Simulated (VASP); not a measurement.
An input for Quantum ESPRESSO's pw.x (written as the equivalent of a VASP run, and not itself run):

```
&CONTROL
  calculation = 'relax'
  pseudo_dir = './pseudo'
  outdir = './out'
  tprnfor = .true.
  tstress = .true.
  nstep = 30
  forc_conv_thr = 0.00039
/
&SYSTEM
  ibrav = 0
  nat = 3
  ntyp = 2
  ecutwfc = 84
  occupations = 'smearing'
  smearing = 'gaussian'
  degauss = 0.003675
  input_dft = 'pbe'
/
&ELECTRONS
  conv_thr = 7.3e-09
  electron_maxstep = 100
/
&IONS
/
ATOMIC_SPECIES
  Pb 207.200 Pb.upf
  F 18.998 F.upf
CELL_PARAMETERS angstrom
     0.0000000    3.0120487    3.0120487
     3.0120487    0.0000000    3.0120487
     3.0120487    3.0120487    0.0000000
ATOMIC_POSITIONS crystal
  Pb   1.0000000  0.0000000  1.0000000
  F    0.2500000  0.2500000  0.2500000
  F    0.7500000  0.7500000  0.7500000
K_POINTS automatic
  6 6 6 0 0 0
```

### Question
Write the VASP files for the same calculation (PBE).

### Answer
Several could match; the one computed here: 
File POSCAR:
```
PbF2
1
    0.0000000000     3.0120486823     3.0120486823
    3.0120486823     0.0000000000     3.0120486823
    3.0120486823     3.0120486823     0.0000000000
Pb F
1 2
Direct
  1.0000000000   0.0000000000   1.0000000000
  0.2500000000   0.2500000000   0.2500000000
  0.7500000000   0.7500000000   0.7500000000
```

File KPOINTS:
```
Automatic
0
gamma
6 6 6
```

INCAR:
```
SYSTEM = PbF2
PREC = Accurate
ENCUT = 600
EDIFF = 1E-7
NELM = 100
ALGO = Normal
LREAL = .FALSE.
LASPH = .TRUE.
ISMEAR = 0
SIGMA = 0.05
GGA = PE
LMAXMIX = 4
LWAVE = .FALSE.
LCHARG = .FALSE.
ISIF = 2
IBRION = 2
NSW = 30
EDIFFG = -0.01
```

POTCAR, in this order: Pb_d F (PBE.64 set). Program: vasp_std.

What does not carry over: the potentials are each code's own (VASP's PAW set, PseudoDojo norm-conserving files in pw.x), so ENCUT and ecutwfc are chosen apart and not converted; conv_thr bounds pw.x's estimated SCF error, while EDIFF bounds the energy change between steps; forc_conv_thr acts on force components and is met together with etot_conv_thr.

The compound is PbF2 in the fluorite structure, the β form. This cell was strained or had an atom moved on purpose.
